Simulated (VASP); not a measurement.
A VASP calculation is set up with these files.

### INCAR
```
PREC  =  Accurate
LREAL  =  .FALSE.   ! projection in real space or not
LORBIT  =  11   ! lm-projected
EDIFF  =  1E-7   ! SCF stop (eV)
ISMEAR  =  -5   ! tetrahedra, Bloechl
LWAVE  =  .FALSE.
LEFG  =  .TRUE.
LASPH  =  .TRUE.
ALGO  =  Normal
SYSTEM  =  Mg3ZnTe4
LMAXMIX  =  4
NELM  =  100   ! most electronic steps
ENCUT  =  400   ! plane-wave cut-off (eV)
GGA  =  PS   ! PBEsol
NEDOS  =  601
ISIF  =  2   ! forces and stress, cell fixed
LCHARG  =  .TRUE.
```

File KPOINTS:
```
Automatic mesh
0
Gamma
4 4 7
0 0 0
```

**POSCAR**
```
Mg3ZnTe4
1.0
 -0.0101093830   6.3408085352   6.3607964308
  6.3408085352  -0.0101093830   6.3607964308
  3.1653495761   3.1653495761   0.0000000000
Zn Te Mg
1 4 3
Cart
  3.1653495758   3.1653495758   0.0014715970
  1.5826747881   1.5826747881   1.4844211596
  4.8071940825   1.5235050691   4.8275031566
  1.5235050691   4.8071940825   4.8275031566
  4.7480243638   4.7480243638   7.9505661440
  3.1658341153  -0.0004845392   3.1800933551
 -0.0004845392   3.1658341153   3.1800933551
  3.1653495758   3.1653495758   6.3523302286
```

POTCAR, in this order: Zn Te Mg (PBE.64 set). Program: vasp_std.

Problem. Translate this PBEsol calculation to Quantum ESPRESSO's pw.x.

Solution. One equivalent input (not run):
```
&CONTROL
  calculation = 'scf'
  pseudo_dir = './pseudo'
  outdir = './out'
  tprnfor = .true.
  tstress = .true.
/
&SYSTEM
  ibrav = 0
  nat = 8
  ntyp = 3
  ecutwfc = 84
  occupations = 'tetrahedra'
  input_dft = 'pbesol'
/
&ELECTRONS
  conv_thr = 7.3e-09
  electron_maxstep = 100
/
ATOMIC_SPECIES
  Zn 65.380 Zn.upf
  Te 127.600 Te.upf
  Mg 24.305 Mg.upf
CELL_PARAMETERS angstrom
    -0.0101094    6.3408085    6.3607964
     6.3408085   -0.0101094    6.3607964
     3.1653496    3.1653496    0.0000000
ATOMIC_POSITIONS crystal
  Zn   0.0001157  0.0001157  0.9997686
  Te   0.1166852  0.1166852  0.2666297
  Te   0.1209523  0.6379940  0.2410537
  Te   0.6379940  0.1209523  0.2410537
  Te   0.6249662  0.6249662  0.2500675
  Mg   0.0006956  0.4992564  0.0000479
  Mg   0.4992564  0.0006956  0.0000479
  Mg   0.4993345  0.4993345  0.0013310
K_POINTS automatic
  4 4 7 0 0 0
```
What does not carry over: the potentials are each code's own (VASP's PAW set, PseudoDojo norm-conserving files in pw.x), so ENCUT and ecutwfc are chosen apart and not converted; conv_thr bounds pw.x's estimated SCF error, while EDIFF bounds the energy change between steps; the field gradients of LEFG aren't asked of the other code.

The structure was generated: Mg3ZnTe4 was put into an ordered model structure (Amm2), which need not be its known phase. It was relaxed first.
